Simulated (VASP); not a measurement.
```xyz
14
Lattice="5.5687 0.0000 0.0000 -2.7844 4.8227 0.0000 0.0000 0.0000 7.1322" Properties=species:S:1:pos:R:3 pbc="T T T"
K      0.0000     3.2151     4.7254
K      2.7844     1.6076     2.4068
Na     0.0000     0.0000     3.5661
Na     0.0000     0.0000     0.0000
S      0.0000     3.2151     1.5480
S      2.7844     1.6076     5.5842
O      2.7844     3.0021     5.0582
O      0.0000     1.8206     2.0740
O      1.5767     0.9103     5.0582
O      1.2077     3.9124     2.0740
O      3.9921     0.9103     5.0582
O     -1.2077     3.9124     2.0740
O      2.7844     1.6076     7.0346
O      0.0000     3.2151     0.0976
```

Computed with r2SCAN meta-GGA, VASP's PBE PAW potentials (set 64) (plane waves; VASP). Settings: LREAL = Auto, 520 eV cut-off, 5×5×4 Γ-centred mesh, tetrahedra with Blöchl corrections, potentials K_sv Na_pv S O.

Task: Estimate the energy per atom (σ→0), band gap (over mesh and band path) with the smallest direct gap where there is one.

Result: 
| Item | Value |
|---|---|
| band gap (over mesh and band path) | 6.20 eV |
| smallest direct gap (over mesh and band path) | 6.27 eV |
| energy per atom (σ→0) | -7.919 eV/atom |

The absolute energy has meaning only against runs of the same code, potentials and settings.

The structure comes from a computed database's KNaSO4 entry (P-3m1); how it stands against other phases isn't given here. It was relaxed first, which changed the volume by -6 %.
